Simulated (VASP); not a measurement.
All values below come from PBE GGA, VASP's PBE PAW potentials (set 64) (plane waves; VASP).

Input for VASP

POSCAR:
```
MnO
1
    4.3076880000     2.1538440000     2.1538440000
    2.1538440000     4.3076880000     2.1538440000
    2.1538440000     2.1538440000     4.3076880000
Mn O
2 2
Direct
  0.0000000000   0.0000000000   0.0000000000
  0.5000000000   0.5000000000   0.5000000000
  0.2500000000   0.2500000000   0.2500000000
  0.7500000000   0.7500000000   0.7500000000
```

**INCAR**
```
SYSTEM  =  MnO
PREC  =  Accurate; ENCUT  =  400; LREAL  =  .FALSE.
LASPH  =  .TRUE.
EDIFF  =  1E-6; NELM  =  100; ALGO  =  Normal
LMAXMIX  =  4
ISMEAR  =  -1; SIGMA  =  0.01
GGA  =  PE
MAGMOM  =  5.0 -5.0 2*0.0
ISPIN  =  2
ISIF  =  2
LWAVE  =  .FALSE.; LCHARG  =  .FALSE.; LORBIT  =  11
```

KPOINTS:
```
Automatic mesh
0
Gamma
7 7 7
0 0 0
```

POTCAR, in this order: Mn_pv O (PBE.64 set). Program: vasp_std.

Output

File OUTCAR:
```
 ion  position               nearest neighbor table
   1  0.000  0.000  0.000-   4 2.15   4 2.15   4 2.15   3 2.15   3 2.15   3 2.15   2 3.05   2 3.05
                             2 3.05   2 3.05   2 3.05   2 3.05
   2  0.500  0.500  0.500-   3 2.15   3 2.15   3 2.15   4 2.15   4 2.15   4 2.15   1 3.05   1 3.05
                             1 3.05   1 3.05   1 3.05   1 3.05
   3  0.250  0.250  0.250-   1 2.15   1 2.15   1 2.15   2 2.15   2 2.15   2 2.15
   4  0.750  0.750  0.750-   2 2.15   2 2.15   2 2.15   1 2.15   1 2.15   1 2.15
  LATTYP: Found a trigonal (rhomboedric) cell.
 ALAT       =     5.2758187856
 COS(alpha) =     0.8333333333
 Subroutine PRICEL returns following result:
  LATTYP: Found a face centered cubic cell.
 ALAT       =     4.3076880000
 Subroutine GETGRP returns: Found 12 space group operations
The static configuration has the point symmetry D_3d.
The dynamic configuration has the point symmetry D_3d.
The overall configuration has the point symmetry D_3d.
 Subroutine INISYM returns: Found 12 space group operations
 Subroutine IBZKPT returns following result:
 Found     44 irreducible k-points:

 Following reciprocal coordinates:
            Coordinates               Weight
  0.000000  0.000000  0.000000      1.000000
  0.142857 -0.000000 -0.000000      6.000000
...
```

### OSZICAR
```
       N       E                     dE             d eps       ncg     rms          rms(c)
DAV:   1     0.401997765430E+03    0.40200E+03   -0.19380E+04  4280   0.175E+03
DAV:   2     0.463144778633E+01   -0.39737E+03   -0.38969E+03  4162   0.515E+02
DAV:   3    -0.363756716844E+02   -0.41007E+02   -0.40303E+02  5422   0.160E+02
DAV:   4    -0.373465408092E+02   -0.97087E+00   -0.96094E+00  4609   0.255E+01
DAV:   5    -0.373615318183E+02   -0.14991E-01   -0.14989E-01  4806   0.350E+00    0.226E+01
DAV:   6    -0.328777447293E+02    0.44838E+01   -0.39233E+01  5476   0.531E+01    0.170E+01
DAV:   7    -0.329537987125E+02   -0.76054E-01   -0.31640E+00  4556   0.209E+01    0.115E+01
DAV:   8    -0.329438269619E+02    0.99718E-02   -0.89998E-01  4920   0.750E+00    0.546E+00
DAV:   9    -0.329434955622E+02    0.33140E-03   -0.13771E-01  5571   0.456E+00    0.901E-01
DAV:  10    -0.329472965619E+02   -0.38010E-02   -0.29992E-02  4342   0.122E+00    0.277E-01
DAV:  11    -0.329473036531E+02   -0.70912E-05   -0.12959E-03  4903   0.309E-01    0.108E-01
DAV:  12    -0.329473650721E+02   -0.61419E-04   -0.11861E-04  4720   0.833E-02    0.380E-02
DAV:  13    -0.329473785490E+02   -0.13477E-04   -0.17806E-05  4622   0.349E-02    0.178E-02
DAV:  14    -0.329473828100E+02   -0.42609E-05   -0.56674E-06  4846   0.215E-02    0.685E-03
DAV:  15    -0.329473828831E+02   -0.73174E-07   -0.48444E-07  2178   0.606E-03
   1 F= -.32947383E+02 E0= -.32947383E+02  d E =-.579304E-12  mag=    -0.0000
```

**OUTCAR**
```
------------------------ aborting loop because EDIFF is reached ----------------------------------------
  FORCE on cell =-STRESS in cart. coord.  units (eV):
  Direction    XX          YY          ZZ          XY          YZ          ZX
  --------------------------------------------------------------------------------------
  Total        2.6253046      2.6253046      2.6253046     -0.6378104     -0.6378104     -0.6378104
  in kB      105.2416296    105.2416296    105.2416296    -25.5681606    -25.5681606    -25.5681606
  external PRESSURE =     105.2416296 kB  Pullay stress =       0.0000000 kB
  volume of cell :       39.97
      direct lattice vectors                 reciprocal lattice vectors
     4.307688000  2.153844000  2.153844000     0.348214634 -0.116071545 -0.116071545
     2.153844000  4.307688000  2.153844000    -0.116071545  0.348214634 -0.116071545
     2.153844000  2.153844000  4.307688000    -0.116071545 -0.116071545  0.348214634
 POSITION                                       TOTAL-FORCE (eV/Angst)
 -----------------------------------------------------------------------------------
      0.00000      0.00000      0.00000         0.000000      0.000000      0.000000
      4.30769      4.30769      4.30769        -0.000000      0.000000     -0.000000
      2.15384      2.15384      2.15384        -0.000000     -0.000000     -0.000000
      6.46153      6.46153      6.46153         0.000000      0.000000     -0.000000
 -----------------------------------------------------------------------------------
    total drift:                                0.000000     -0.000000      0.000000
  FREE ENERGIE OF THE ION-ELECTRON SYSTEM (eV)
  ---------------------------------------------------
  free  energy   TOTEN  =       -32.9473828831 eV

  energy  without entropy=      -32.9473828831  energy(sigma->0) =      -32.94738288

 total charge

# of ion       s       p       d       tot
------------------------------------------
    1        0.217   6.210   5.036  11.463
    2        0.217   6.210   5.036  11.463
    3        1.589   3.475   0.000   5.064
    4        1.589   3.475   0.000   5.064
--------------------------------------------------
tot          3.612  19.369  10.071  33.053

 magnetization (x)

# of ion       s       p       d       tot
------------------------------------------
    1        0.013   0.016   4.231   4.260
    2       -0.013  -0.016  -4.231  -4.260
    3        0.000   0.000   0.000   0.000
    4        0.000   0.000   0.000   0.000
--------------------------------------------------
tot          0.000   0.000   0.000   0.000
```
(Selected blocks of OUTCAR.)

At this cut-off the stress carries a Pulay error, which pulls relaxed volumes low.

The structure is a typed MnO crystal. The cell was not relaxed at this level, and its volume differs by -5.9 % from the start's.
